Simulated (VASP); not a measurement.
An input for Ansatz (written as the equivalent of a VASP run, and not itself run):

Ansatz 0.2 input:
```yaml
crystal:
  lattice:
    - [3.4813969, 0.0000000, 0.0000000]
    - [-1.7406984, 3.0149770, 0.0000000]
    - [0.0000000, 0.0000000, 5.7721820]
  atoms:
    - { symbol: B, position: [0.3333330, 0.6666670, 0.0016278] }
    - { symbol: B, position: [0.6666670, 0.3333330, 0.5016278] }
    - { symbol: Bi, position: [0.3333330, 0.6666670, 0.3733722] }
    - { symbol: Bi, position: [0.6666670, 0.3333330, 0.8733722] }
kpoints:
  mp_grid: { grid: [7, 7, 4] }
hamiltonian:
  xc: pbesol
  pseudopotentials: { kind: paw }
scf:
  occupations: { method: gaussian, width: 0.05 }
  max_iter: 100
relax:
  max_steps: 40
  f_tol: 0.02
  cell: { p_target: 45 }
output: { forces: true, stress: true, eigenvalues: true }
```

Problem. Write the VASP files for the same calculation (PBEsol).

Solution. This is not unique; one that fits is 
**POSCAR**
```
BBi
1
    3.4813968907     0.0000000001    -0.0000000000
   -1.7406984452     3.0149770166    -0.0000000000
    0.0000000000     0.0000000000     5.7721820388
B Bi
2 2
Direct
  0.3333330000   0.6666670000   0.0016278434
  0.6666670000   0.3333330000   0.5016278434
  0.3333330000   0.6666670000   0.3733721566
  0.6666670000   0.3333330000   0.8733721566
```

File KPOINTS:
```
Automatic mesh
0
Gamma
7 7 4
0 0 0
```

**INCAR**
```
SYSTEM = BBi
PREC = Accurate
ENCUT = 620
EDIFF = 1E-6
NELM = 100
ALGO = Normal
LREAL = .FALSE.
LASPH = .TRUE.
ISMEAR = 0
SIGMA = 0.05
GGA = PS
LMAXMIX = 4
LWAVE = .FALSE.
LCHARG = .FALSE.
IBRION = 2
ISIF = 3
NSW = 40
EDIFFG = -0.02
PSTRESS = 450
```

POTCAR, in this order: B Bi_d (PBE.64 set). Program: vasp_std.

Limits of the translation: each code has its own PAW files, so the cut-off isn't converted (ENCUT is set for VASP's; basis.ecutwfc is left out, and Ansatz then takes the one that its files recommend); Ansatz stops its SCF on the density residual and VASP on the energy change (EDIFF).

The structure was generated: BBi was put into the wurtzite type (P6_3mc), which need not be its known phase. It was relaxed first under an external pressure of 45 GPa.
